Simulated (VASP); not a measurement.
Data:

```
MoSi2
1.0
   -1.63710     1.63710     4.00350
    1.63710    -1.63710     4.00350
    1.63710     1.63710    -4.00350
Si Mo
2 1
Direct
  0.66500   0.66500   0.00000
  0.33500   0.33500   0.00000
  0.00000   0.00000   0.00000
```

Level of theory: PBE GGA, VASP's PBE PAW potentials (set 64) (plane waves; VASP). Numerical set-up: 400 eV cut-off, 12×12×12 Γ-centred mesh, second-order Methfessel-Paxton smearing of 0.20 eV, potentials Si Mo_sv.

### Question
What does the run give for the energy per atom (σ→0), pressure, largest force, band gap (on the k-mesh) with the smallest direct gap where there is one?

### Answer

- band gap (on the k-mesh) = none (metal, semimetal or under 0.01 eV)
- energy per atom (σ→0) = -7.731 eV/atom
- pressure = -9.87 GPa
- largest force = 0.00248 Ha/bohr

Total energies compare only between runs with the same potentials, cut-off and functional.

The compound is MoSi2 in the MoSi2 type structure. The cell was not relaxed at this level. The run is one of a series of settings (ISMEAR = 2, SIGMA = 0.2 against the base run), some of them coarse on purpose.
